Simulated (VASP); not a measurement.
Data:

```cif
data_K
_chemical_formula_sum 'K1'
_space_group_name_H-M_alt 'P 1'
_space_group_IT_number 1
_cell_length_a 4.60442
_cell_length_b 4.60442
_cell_length_c 4.60442
_cell_angle_alpha 109.471
_cell_angle_beta 109.471
_cell_angle_gamma 109.471
loop_
_space_group_symop_operation_xyz
  'x, y, z'
loop_
_atom_site_label
_atom_site_type_symbol
_atom_site_fract_x
_atom_site_fract_y
_atom_site_fract_z
_atom_site_occupancy
K1 K 0.00000 0.00000 0.00000 1
```

These are MS2 meta-GGA, VASP's PBE PAW potentials (set 64) (plane waves; VASP) values and carry that method's errors. Run with 520 eV cut-off, 10×10×10 Γ-centred mesh, first-order Methfessel-Paxton smearing of 0.10 eV, potentials K_sv.

Task: Give the energy at these volumes per atom, relative to the lowest: 70.52, 72.77, 75.02, 77.27, 79.52 Å³.

Result: 3.4, 0.9, 0.0, 0.6, 2.6 meV/atom. A third-order Birch-Murnaghan fit gives B0 = 3.5 GPa and B0′ = 3.5.

Measured: bulk modulus 3.8 GPa at 0 K (computed value off by -5.9 %), as given by H. Levämäki et al., Physical Review B (2014), arXiv:1402.3671 [corrected for temperature and zero-point phonon effects]; a 5.212 Å at 0 K (computed value off by +2.0 %), as given by Gábor I. Csonka et al., Physical Review B (2009), arXiv:0903.4037 [low-temperature or extrapolated to 0 K; zero-point anharmonic expansion removed].

The compound is K in the bcc structure. It was relaxed first.
